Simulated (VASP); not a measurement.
```
PbO2
1.0
    4.93972     0.00000     0.00000
    0.00000     4.93972     0.00000
    0.00000     0.00000     3.39622
Pb O
2 4
Cartesian
  4.93972   4.93972   0.00000
  2.46986   2.46986   1.69811
  1.51800   1.51800   3.39622
  3.98786   0.95186   1.69811
  0.95186   3.98786   1.69811
  3.42172   3.42172   0.00000
```

Level of theory: LDA (Ceperley-Alder, Perdew-Zunger), VASP's LDA PAW potentials (set 64) (plane waves; VASP). Run with 520 eV cut-off, Gaussian smearing of 0.050 eV, potentials Pb_d O.

Unless said otherwise, spin-orbit coupling is left out, though it shifts the bands of the heavy elements here.

Q: Give the energies of bands 15 to 28 at the high-symmetry points, in eV from the valence-band maximum.

A: 
```csv
band,Γ,X,M,Z,R,A
15,-8.19,-6.58,-5.57,-7.60,-7.21,-8.12
16,-3.53,-6.58,-5.57,-7.60,-7.21,-8.12
17,-3.43,-2.71,-3.32,-3.52,-4.85,-4.13
18,-3.43,-2.71,-3.32,-3.52,-4.85,-4.13
19,-2.18,-2.50,-2.71,-2.94,-3.59,-2.04
20,-1.84,-2.50,-2.71,-2.94,-3.59,-2.04
21,-1.72,-1.38,-1.68,-2.08,-1.12,-1.86
22,-0.64,-1.38,-1.68,-2.08,-1.12,-1.86
23,-0.63,-0.67,-0.68,-1.19,-0.83,-0.70
24,-0.63,-0.67,-0.68,-1.19,-0.83,-0.70
25,-0.62,-0.40,-0.49,-0.82,-0.18,-0.54
26,-0.62,-0.40,-0.49,-0.82,-0.18,-0.54
27,0.09,2.55,2.94,3.87,4.20,2.90
28,4.31,2.55,2.94,3.87,4.20,2.90
```

The gap is indirect, 0.04 eV, from the valence maximum at Γ-Z at 0.22 to the conduction minimum at Γ-X at 0.22.

The compound is PbO2 in the rutile structure. It was relaxed first.
